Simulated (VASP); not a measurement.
Method: revTPSS meta-GGA, VASP's PBE PAW potentials (set 64) (plane waves; VASP).

VASP input:

**POSCAR**
```
Ni3Fe
1
    3.5250989702     0.0000000000     0.0000000000
    0.0000000000     3.5250989702     0.0000000000
    0.0000000000     0.0000000000     3.5250989702
Fe Ni
1 3
Direct
  0.0000000000   0.0000000000   0.0000000000
  0.0000000000   0.5000000000   0.5000000000
  0.5000000000   0.0000000000   0.5000000000
  0.5000000000   0.5000000000   0.0000000000
```

INCAR:
```
ALGO = Normal
EDIFF = 1E-7
ENCUT = 520
ISIF = 2
ISMEAR = 1
ISPIN = 2
LASPH = T
LCHARG = F
LMAXMIX = 4
LMIXTAU = T
LORBIT = 10
LREAL = F
LWAVE = F
MAGMOM = 2.9 3*0.7
METAGGA = RTPSS
NELM = 100
PREC = Accurate
SIGMA = 0.1
SYSTEM = Ni3Fe
```

**KPOINTS**
```
kpoints
0
gamma
9 9 9
0 0 0
```

POTCAR, in this order: Fe Ni (PBE.64 set). Program: vasp_std.

Output of the run:

### OSZICAR
```
       N       E                     dE             d eps       ncg     rms          rms(c)
DAV:   1     0.353756892008E+03    0.35376E+03   -0.23148E+04  3680   0.291E+03
DAV:   2     0.567162211873E+02   -0.29704E+03   -0.28547E+03  3686   0.495E+02
DAV:   3     0.243223168341E+02   -0.32394E+02   -0.30405E+02  3840   0.210E+02
DAV:   4     0.231028185601E+02   -0.12195E+01   -0.12151E+01  4230   0.497E+01
DAV:   5     0.230442484708E+02   -0.58570E-01   -0.58560E-01  5498   0.100E+01    0.227E+01
DAV:   6    -0.119348819570E+02   -0.34979E+02   -0.56542E+01  3640   0.682E+01    0.186E+01
DAV:   7    -0.121790295986E+02   -0.24415E+00   -0.10701E+01  4464   0.701E+01    0.146E+01
DAV:   8    -0.113441437609E+02    0.83489E+00   -0.40527E+00  4456   0.437E+01    0.742E+00
DAV:   9    -0.113434572303E+02    0.68653E-03   -0.43531E-01  4094   0.986E+00    0.196E+00
DAV:  10    -0.113282543794E+02    0.15203E-01   -0.17964E-01  3968   0.617E+00    0.944E-01
DAV:  11    -0.113267114491E+02    0.15429E-02   -0.89360E-03  4560   0.232E+00    0.378E-01
DAV:  12    -0.113262160121E+02    0.49544E-03   -0.43486E-03  3904   0.937E-01    0.240E-01
DAV:  13    -0.113260590933E+02    0.15692E-03   -0.60908E-04  4332   0.703E-01    0.865E-02
DAV:  14    -0.113260545541E+02    0.45392E-05   -0.16795E-04  5932   0.172E-01    0.679E-02
DAV:  15    -0.113260383548E+02    0.16199E-04   -0.10077E-04  4276   0.228E-01    0.213E-02
DAV:  16    -0.113260350362E+02    0.33186E-05   -0.13007E-05  4354   0.416E-02    0.819E-03
DAV:  17    -0.113260353653E+02   -0.32907E-06   -0.11808E-06  3932   0.138E-02    0.276E-03
DAV:  18    -0.113260354629E+02   -0.97637E-07   -0.14041E-07  2086   0.539E-03
   1 F= -.11326035E+02 E0= -.11326174E+02  d E =0.416494E-03  mag=     5.0342
```

**OUTCAR**
```
------------------------ aborting loop because EDIFF is reached ----------------------------------------
  FORCE on cell =-STRESS in cart. coord.  units (eV):
  Direction    XX          YY          ZZ          XY          YZ          ZX
  --------------------------------------------------------------------------------------
  Total       -1.7061053     -1.7061053     -1.7061053      0.0000000      0.0000000     -0.0000000
  in kB      -62.4025707    -62.4025707    -62.4025707      0.0000000      0.0000000     -0.0000000
  external PRESSURE =     -62.4025707 kB  Pullay stress =       0.0000000 kB
  volume of cell :       43.80
      direct lattice vectors                 reciprocal lattice vectors
     3.525098970  0.000000000  0.000000000     0.283679978  0.000000000  0.000000000
     0.000000000  3.525098970  0.000000000     0.000000000  0.283679978  0.000000000
     0.000000000  0.000000000  3.525098970     0.000000000  0.000000000  0.283679978
 POSITION                                       TOTAL-FORCE (eV/Angst)
 -----------------------------------------------------------------------------------
      0.00000      0.00000      0.00000         0.000000      0.000000      0.000000
      0.00000      1.76255      1.76255         0.000000      0.000000      0.000000
      1.76255      0.00000      1.76255         0.000000      0.000000      0.000000
      1.76255      1.76255      0.00000         0.000000      0.000000      0.000000
 -----------------------------------------------------------------------------------
    total drift:                                0.000000      0.000000      0.000000
  FREE ENERGIE OF THE ION-ELECTRON SYSTEM (eV)
  ---------------------------------------------------
  free  energy   TOTEN  =       -11.3260354629 eV

  energy  without entropy=      -11.3264519573  energy(sigma->0) =      -11.32617429

 total charge

# of ion       s       p       d       tot
------------------------------------------
    1        0.481   0.527   6.063   7.071
    2        0.503   0.532   8.309   9.344
    3        0.503   0.532   8.309   9.344
    4        0.503   0.532   8.309   9.344
--------------------------------------------------
tot          1.991   2.124  30.989  35.104

 magnetization (x)

# of ion       s       p       d       tot
------------------------------------------
    1        0.003  -0.004   2.960   2.959
    2       -0.016  -0.044   0.749   0.689
    3       -0.016  -0.044   0.749   0.689
    4       -0.016  -0.044   0.749   0.689
--------------------------------------------------
tot         -0.045  -0.137   5.208   5.026
```
(Selected blocks of OUTCAR.)

### OUTCAR
```
 val. band max:        8.7626317870   @ k =   0.2222   0.0000   0.0000

 cond. band min:       8.7724481066   @ k =   0.3333   0.2222   0.1111


 Fermi energy:         8.7642067507

 spin component 1

 k-point     1 :       0.0000    0.0000    0.0000
  band No.  band energies     occupation
      1      -0.5686      1.00000
      2       3.1621      1.00000
      3       3.1621      1.00000
      4       3.8987      1.00000
      5       3.9454      1.00000
      6       3.9454      1.00000
      7       3.9454      1.00000
      8       5.8627      1.00000
      9       5.8627      1.00000
     10       5.8627      1.00000
     11       6.9064      1.00000
     12       6.9064      1.00000
     13       7.7918      1.00000
     14       7.7918      1.00000
     15       7.8331      1.00000
     16       7.9058      1.00000
     17       7.9058      1.00000
     18       7.9058      1.00000
     19       7.9947      1.00000
     20       7.9947      1.00000
     21       7.9947      1.00000
     22      10.8985      0.00000
     23      10.8985      0.00000
     24      10.8985      0.00000
     25      17.5885      0.00000
     26      17.5885      0.00000

 k-point     2 :       0.1111    0.0000    0.0000
  band No.  band energies     occupation
      1      -0.4071      1.00000
      2       3.2157      1.00000
      3       3.2378      1.00000
      4       3.9589      1.00000
      5       3.9944      1.00000
      6       4.0020      1.00000
      7       4.0020      1.00000
      8       5.8044      1.00000
      9       5.9055      1.00000
     10       5.9055      1.00000
     11       6.8435      1.00000
     12       6.9241      1.00000
     13       7.5894      1.00000
     14       7.5894      1.00000
     15       7.7187      1.00000
     16       7.7495      1.00000
     17       7.7920      1.00000
     18       7.8769      1.00000
     19       7.8769      1.00000
     20       7.9057      1.00000
...
```

The compound is Ni3Fe in the L1_2 structure. This cell is one point of a volume scan, at 1.03 of the reference volume.
